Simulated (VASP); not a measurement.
Data:

```
CELL_PARAMETERS angstrom
      3.93991     0.00000     0.00000
      0.00000     3.93991     0.00000
      0.00000     0.00000     3.99641
ATOMIC_POSITIONS crystal
  Ba 0.50000 0.50000 0.57965
  Ti 0.00000 0.00000 0.09265
  O  0.00000 0.50000 0.06507
  O  0.50000 0.00000 0.06507
  O  0.00000 0.00000 0.55755
```

These are LDA (Ceperley-Alder, Perdew-Zunger), VASP's LDA PAW potentials (set 64) (plane waves; VASP 6.6.1) values and carry that method's errors. Settings: 520 eV cut-off, 10×10×10 Γ-centred mesh, Gaussian smearing of 0.010 eV, potentials Ba_sv Ti_sv O.

Unless said otherwise, spin-orbit coupling is left out, though it shifts the bands of the heavy elements here.

Question: Predict the energy per atom (σ→0), band gap (on the k-mesh) with the smallest direct gap where there is one.

Answer: 
```yaml
band gap (on the k-mesh): 1.75 eV
smallest direct gap (on the k-mesh): 2.07 eV
energy per atom (σ→0): -8.833 eV/atom
```

Total energies compare only between runs with the same potentials, cut-off and functional.

The structure comes from a computed database's BaTiO3 entry (P4mm); how it stands against other phases isn't given here. It was relaxed first, which changed the volume by -5 %.
